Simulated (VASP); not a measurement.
A run of VASP 6.6.1 is set up as follows.

The input INCAR:

```
ALGO = Normal
EDIFF = 1E-6
EDIFFG = -0.01
ENCUT = 600
GGA = PE
IBRION = 2
ISIF = 3
ISMEAR = 0
LASPH = True
LCHARG = False
LREAL = False
LWAVE = False
NELM = 60
NSW = 100
PREC = Accurate
SIGMA = 0.1
```

The input KPOINTS:

```
k-points
0
Gamma
  8 8 8
```

File POSCAR:

```
K3Be5
1.0
   -3.6222567268      3.6222567268      3.6222567268
    3.6222567268     -3.6222567268      3.6222567268
    3.6222567268      3.6222567268     -3.6222567268
K Be
3 5
Direct
    0.0000000000      0.5000000000      0.5000000000
    0.5000000000      0.5000000000      0.0000000000
    0.5000000000      0.0000000000      0.5000000000
    0.0000000000      0.0000000000      0.0000000000
    0.0000000000      0.0000000000      0.5000000000
    0.0000000000      0.5000000000      0.0000000000
    0.5000000000      0.0000000000      0.0000000000
    0.5000000000      0.5000000000      0.5000000000
```

Potentials or basis: VASP PAW PBE potentials, release 64 (K_sv, Be).

The run is started by

```console
$ cat potpaw_PBE.64/K_sv/POTCAR potpaw_PBE.64/Be/POTCAR > POTCAR
$ mpirun -np 1 vasp_std > vasp.out
```

(1) Estimate the space group after relaxing (to 0.05 Å).

(2) What does it give for the relaxed volume?

(3) Estimate the relaxed cell.

(4) What does it give for the band gap on the k mesh?

## Answers

(1) Im-3m (No. 229).

(2) 24.41 Å³/atom.

(3) a = 6.330 Å, b = 6.330 Å, c = 6.330 Å, α = 109.47°, β = 109.47°, γ = 109.47°.

(4) none (metal or under the smearing width).
